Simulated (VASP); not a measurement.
Here is the system:

```
CELL_PARAMETERS angstrom
      3.66652     0.00000     0.00000
     -1.83326     3.17530     0.00000
      0.00000     0.00000     3.57834
ATOMIC_POSITIONS crystal
  Ru 0.00000 0.00000 0.00000
  Te 0.66667 0.33333 0.50000
```

The numbers are results of PBE GGA, VASP's PBE PAW potentials (set 64) (plane waves; VASP 6.6.1), not measurements. Numerical set-up: 300 eV cut-off, 5×5×5 Γ-centred mesh, Gaussian smearing of 0.10 eV, potentials Ru_pv Te.

Q: Give the energies of bands 5 to 13 at the high-symmetry points, in eV from the Fermi level.

A: 
| band | Γ | M | K | A | L | H |
|---|---|---|---|---|---|---|
| 5 | -3.18 | -6.87 | -6.17 | -7.20 | -5.67 | -5.81 |
| 6 | -3.18 | -3.53 | -5.10 | -2.79 | -5.51 | -5.48 |
| 7 | -3.04 | -2.79 | -3.46 | -2.79 | -4.09 | -4.13 |
| 8 | -1.53 | -2.26 | -1.76 | -1.77 | -1.47 | -1.60 |
| 9 | -1.20 | -1.36 | -1.10 | -1.77 | -0.53 | -0.41 |
| 10 | -1.20 | -0.30 | -0.83 | -0.51 | -0.29 | 0.11 |
| 11 | 2.06 | -0.13 | -0.64 | 1.71 | 0.61 | 0.99 |
| 12 | 2.06 | 2.74 | 3.60 | 1.71 | 1.67 | 1.81 |
| 13 | 3.46 | 4.31 | 6.73 | 6.22 | 3.24 | 2.21 |

It has no gap at this level: it comes out as a metal or semimetal.

The structure was generated: TeRu was put into an ordered model structure, which need not be its known phase. The cell was not relaxed at this level. The k-mesh is coarse (spacing up to 0.40 per Å, 2π included), so the numbers may not be converged in it.
